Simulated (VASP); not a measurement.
These are LDA (Ceperley-Alder, Perdew-Zunger), VASP's LDA PAW potentials (set 64) (plane waves; VASP 6.6.1) values and carry that method's errors.

VASP ran on this input.

### INCAR
```
SYSTEM=CaB6
PREC=Accurate; ENCUT=520; LREAL=.FALSE.
LASPH=.TRUE.; NBANDS=54
EDIFF=1E-7; NELM=100; ALGO=Normal
ISMEAR=0; SIGMA=0.01
LWAVE=.FALSE.; LCHARG=.FALSE.; NEDOS=1001
LOPTICS=.TRUE.; CSHIFT=0.1
```

### POSCAR
```
CaB6
1
    4.0877308343    -0.0000000000     0.0000000000
   -0.0000000000     4.0877308343     0.0000000000
   -0.0000000000     0.0000000000     4.0877308343
Ca B
1 6
Direct
  1.0000000000   0.0000000000   0.0000000000
  0.7989980117   0.5000000000   0.5000000000
  0.5000000000   0.2010019883   0.5000000000
  0.5000000000   0.7989980117   0.5000000000
  0.2010019883   0.5000000000   0.5000000000
  0.5000000000   0.5000000000   0.7989980117
  0.5000000000   0.5000000000   0.2010019883
```

### KPOINTS
```
Automatic mesh
0
Gamma
12 12 12
0 0 0
```

POTCAR, in this order: Ca_sv B (LDA.64 set). Program: vasp_std.

What will the output report for the number of irreducible k-points (NKPTS), largest plane-wave count, number of space-group operations, FFT grid (NGX, NGY, NGZ)?

```
Property                                      Result
--------------------------------------  ------------
number of irreducible k-points (NKPTS)            84
largest plane-wave count                        1856
number of space-group operations                  48
FFT grid (NGX, NGY, NGZ)                30 × 30 × 30
```

The compound is CaB6 in the cab6 structure. It was relaxed first.
